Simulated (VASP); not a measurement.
An input for Ansatz (written as the equivalent of a VASP run, and not itself run):

Ansatz 0.2 input:
```yaml
crystal:
  lattice:
    - [0.0000000, 2.7626332, 2.7626332]
    - [2.7626332, 0.0000000, 2.7626332]
    - [2.7626332, 2.7626332, 0.0000000]
  atoms:
    - { symbol: Ca, position: [0.0000000, 0.0000000, 0.0000000] }
kpoints:
  mp_grid: { grid: [11, 11, 11] }
hamiltonian:
  xc: pbe
  pseudopotentials: { kind: paw }
scf:
  occupations: { method: methfessel_paxton, width: 0.1 }
  max_iter: 100
relax:
  max_steps: 40
  f_tol: 0.02
  cell: { p_target: 5 }
output: { forces: true, stress: true, eigenvalues: true }
```

Problem. Translate this input to VASP (INCAR, KPOINTS, POSCAR, choice of POTCAR).

Solution. This is not unique; one that fits is 
File KPOINTS:
```
Automatic mesh
0
Gamma
11 11 11
0 0 0
```

### INCAR
```
# general
SYSTEM =Ca
PREC   =Accurate
ENCUT  =500   # plane-wave cut-off (eV)
LREAL  =.FALSE.   # projection in real space or not
LASPH  =.TRUE.   # aspherical one-centre terms

# electronic loop
EDIFF  =1E-6
NELM   =100
ALGO   =Normal   # blocked Davidson

# smearing
ISMEAR =1
SIGMA  =0.1

# functional
GGA    =PE   # PBE

# ions
IBRION =2   # conjugate gradients
NSW    =40
ISIF   =3   # ions, shape and volume
EDIFFG =-0.02   # ionic stop
PSTRESS=50   # kbar

# output
LWAVE  =.FALSE.
LCHARG =.FALSE.
```

**POSCAR**
```
Ca
1.0
  0.0000000000   2.7626331733   2.7626331733
  2.7626331733   0.0000000000   2.7626331733
  2.7626331733   2.7626331733   0.0000000000
Ca
1
Cartesian
  0.0000000000   0.0000000000   0.0000000000
```

POTCAR, in this order: Ca_sv (PBE.64 set). Program: vasp_std.

The two are equivalent in intent, not identical: each code has its own PAW files, so the cut-off isn't converted (ENCUT is set for VASP's; basis.ecutwfc is left out, and Ansatz then takes the one that its files recommend); Ansatz stops its SCF on the density residual and VASP on the energy change (EDIFF).

The compound is Ca in the fcc structure. This run relaxes it under an external pressure of 5 GPa. Symmetry was kept, so distortions that lower it aren't found.
